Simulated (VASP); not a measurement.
VASP input:

File KPOINTS:
```
Automatic mesh
0
Gamma
6 6 7
0 0 0
```

### INCAR
```
GGA=PE   ! PBE
NELM=100   ! most electronic steps
PREC=Accurate
LMAXMIX=4
EDIFF=1E-8   ! SCF stop (eV)
SYSTEM=CoSn
ENCUT=400   ! plane-wave cut-off (eV)
SIGMA=0.1   ! width (eV)
LCHARG=.FALSE.
LREAL=.FALSE.   ! projection in real space or not
LWAVE=.FALSE.
LASPH=.TRUE.
ISMEAR=1
NSW=30
IBRION=1
ALGO=Normal   ! blocked Davidson
EDIFFG=-0.001
ISIF=2   ! forces and stress, cell fixed
```

POSCAR:
```
CoSn
1
    2.6474486470    -4.5855154596    -0.0000000000
    2.6474486470     4.5855154596     0.0000000000
    0.0000000000     0.0000000000     4.2239677791
Co Sn
3 3
Direct
  0.5000000000   0.0000000000   0.0000000000
  0.5000000000   0.5000000000   0.0000000000
  0.0000000000   0.5000000000   0.0000000000
  0.0000000000   0.0000000000   0.0000000000
  0.3333330000   0.6666670000   0.5000000000
  0.6666670000   0.3333330000   0.5000000000
```

POTCAR, in this order: Co Sn_d (PBE.64 set). Program: vasp_std.

Translate this PBE calculation to Ansatz.

One equivalent input (not run):
Ansatz 0.2 input:
```yaml
crystal:
  lattice:
    - [2.6474486, -4.5855155, 0.0000000]
    - [2.6474486, 4.5855155, 0.0000000]
    - [0.0000000, 0.0000000, 4.2239678]
  atoms:
    - { symbol: Co, position: [0.5000000, 0.0000000, 0.0000000] }
    - { symbol: Co, position: [0.5000000, 0.5000000, 0.0000000] }
    - { symbol: Co, position: [0.0000000, 0.5000000, 0.0000000] }
    - { symbol: Sn, position: [0.0000000, 0.0000000, 0.0000000] }
    - { symbol: Sn, position: [0.3333330, 0.6666670, 0.5000000] }
    - { symbol: Sn, position: [0.6666670, 0.3333330, 0.5000000] }
kpoints:
  mp_grid: { grid: [6, 6, 7] }
hamiltonian:
  xc: pbe
  pseudopotentials: { kind: paw }
scf:
  occupations: { method: methfessel_paxton, width: 0.1 }
  max_iter: 100
relax:
  max_steps: 30
  f_tol: 0.001
output: { forces: true, stress: true, eigenvalues: true }
```
Limits of the translation: each code has its own PAW files, so the cut-off isn't converted (ENCUT is set for VASP's; basis.ecutwfc is left out, and Ansatz then takes the one that its files recommend); Ansatz stops its SCF on the density residual and VASP on the energy change (EDIFF).

The compound is CoSn in the sg191 structure. It was relaxed first. The start is the result of an earlier pass.
